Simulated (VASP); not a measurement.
These are PBEsol GGA, VASP's PBE PAW potentials (set 64) (plane waves; VASP 6.6.1) values and carry that method's errors.

VASP ran on this input.

### INCAR
```
SYSTEM = AgCl
PREC = Accurate
ENCUT = 530
EDIFF = 1E-7
NELM = 100
ALGO = Normal
LREAL = .FALSE.
LASPH = .TRUE.
ISMEAR = 0
SIGMA = 0.05
GGA = PS
LMAXMIX = 4
LWAVE = .FALSE.
LCHARG = .FALSE.
IBRION = 6
ISIF = 3
NFREE = 2
POTIM = 0.015
NSW = 1
```

File POSCAR:
```
AgCl
2.7196290
  0.0000000000   0.9999998460   0.9999998460
  0.9999998460   0.0000000000   0.9999998460
  0.9999998460   0.9999998460   0.0000000000
Ag Cl
1 1
direct
  1.0000000000   1.0000000000   0.0000000000
  0.5000000000   0.5000000000   0.5000000000
```

### KPOINTS
```
K-points
0
Gamma
  8 8 8
```

POTCAR, in this order: Ag Cl (PBE.64 set). Program: vasp_std.

What VASP printed:

OUTCAR:
```
 ion  position               nearest neighbor table
   1  0.000  0.000  0.000-   2 2.72   2 2.72   2 2.72   2 2.72   2 2.72   2 2.72
   2  0.500  0.500  0.500-   1 2.72   1 2.72   1 2.72   1 2.72   1 2.72   1 2.72
  LATTYP: Found a face centered cubic cell.
 ALAT       =     5.4392571622
 Subroutine PRICEL returns:
 Original cell was already a primitive cell.
 Subroutine GETGRP returns: Found 48 space group operations
The static configuration has the point symmetry O_h .
The dynamic configuration has the point symmetry O_h .
 Subroutine INISYM returns: Found 48 space group operations
 Subroutine IBZKPT returns following result:
 Found     29 irreducible k-points:

 Following reciprocal coordinates:
            Coordinates               Weight
  0.000000  0.000000  0.000000      1.000000
  0.125000  0.000000  0.000000      8.000000
  0.250000  0.000000  0.000000      8.000000
  0.375000  0.000000  0.000000      8.000000
  0.500000  0.000000  0.000000      4.000000
  0.125000  0.125000  0.000000      6.000000
  0.250000  0.125000  0.000000     24.000000
  0.375000  0.125000  0.000000     24.000000
  0.500000  0.125000  0.000000     24.000000
 -0.375000  0.125000  0.000000     24.000000
 -0.250000  0.125000  0.000000     24.000000
 -0.125000  0.125000  0.000000     12.000000
  0.250000  0.250000  0.000000      6.000000
  0.375000  0.250000  0.000000     24.000000
  0.500000  0.250000  0.000000     24.000000
 -0.375000  0.250000  0.000000     24.000000
 -0.250000  0.250000  0.000000     12.000000
  0.375000  0.375000  0.000000      6.000000
  0.500000  0.375000  0.000000     24.000000
 -0.375000  0.375000  0.000000     12.000000
  0.500000  0.500000  0.000000      3.000000
  0.375000  0.250000  0.125000     24.000000
  0.500000  0.250000  0.125000     48.000000
 -0.375000  0.250000  0.125000     24.000000
  0.500000  0.375000  0.125000     24.000000
 -0.375000  0.375000  0.125000     48.000000
 -0.250000  0.375000  0.125000     24.000000
 -0.375000  0.500000  0.125000     12.000000
 -0.250000  0.500000  0.250000      6.000000
 Subroutine IBZKPT_HF returns following result:
   k-points           NKPTS =     29   k-points in BZ     NKDIM =     29   number of bands    NBANDS=     13
   number of dos      NEDOS =    301   number of ions     NIONS =      2
   total plane-waves  NPLWV =  27000
   dimension x,y,z NGX =    30 NGY =   30 NGZ =   30
   dimension x,y,z NGXF=    60 NGYF=   60 NGZF=   60
   ions per type =               1   1
   PREC   = accura    normal or accurate (medium, high low for compatibility)
   ISTART =      0    job   : 0-new  1-cont  2-samecut
   ICHARG =      2    charge: 1-file 2-atom 10-const
   ISPIN  =      1    spin polarized calculation?
   LNONCOLLINEAR =      F non collinear calculations
   LSORBIT =      F    spin-orbit coupling
   INIWAV =      1    electr: 0-lowe 1-rand  2-diag
   ENCUT  =  530.0 eV  38.95 Ry    6.24 a.u.   7.22  7.22  7.22*2*pi/ulx,y,z
   NELM   =    100;   NELMIN=  2; NELMDL= -5     # of ELM steps
   EDIFF  = 0.1E-06   stopping-criterion for ELM
   LREAL  =      F    real-space projection
   NLSPLINE    = F    spline interpolate recip. space projectors
   LMAXMIX     =    4 max onsite mixed and CHGCAR
   VOSKOWN=      0    Vosko Wilk Nusair interpolation
   EDIFFG = 0.1E-05   stopping-criterion for IOM
   NSW    =     61    number of steps for IOM
   NBLOCK =      1;   KBLOCK =     61    inner block; outer block
   IBRION =      6    ionic relax: 0-MD 1-quasi-New 2-CG
   NFREE  =      2    steps in history (QN), initial steepest desc. (CG)
   ISIF   =      3    stress and relaxation
   ISYM   =      2    0-nonsym 1-usesym 2-fastsym
   TEIN   =    0.0    initial temperature
   TEBEG  =    0.0;   TEEND  =   0.0 temperature during run
...
```

### OUTCAR
```


 TOTAL ELASTIC MODULI (kBar)
 Direction    XX          YY          ZZ          XY          YZ          ZX
 --------------------------------------------------------------------------------
 XX         794.4103    470.0351    470.0351      0.0000      0.0000     -0.0000
 YY         470.0351    794.4103    470.0351     -0.0000     -0.0000      0.0000
 ZZ         470.0351    470.0351    794.4103     -0.0000      0.0000      0.0000
 XY           0.0000     -0.0000     -0.0000     45.7196      0.0000      0.0000
 YZ           0.0000     -0.0000      0.0000      0.0000     45.7196      0.0000
 ZX          -0.0000      0.0000      0.0000      0.0000      0.0000     45.7196
 --------------------------------------------------------------------------------
```
(Selected blocks of OUTCAR.)

The compound is AgCl in the rock salt structure. It was relaxed first, which changed the volume by -6 %.
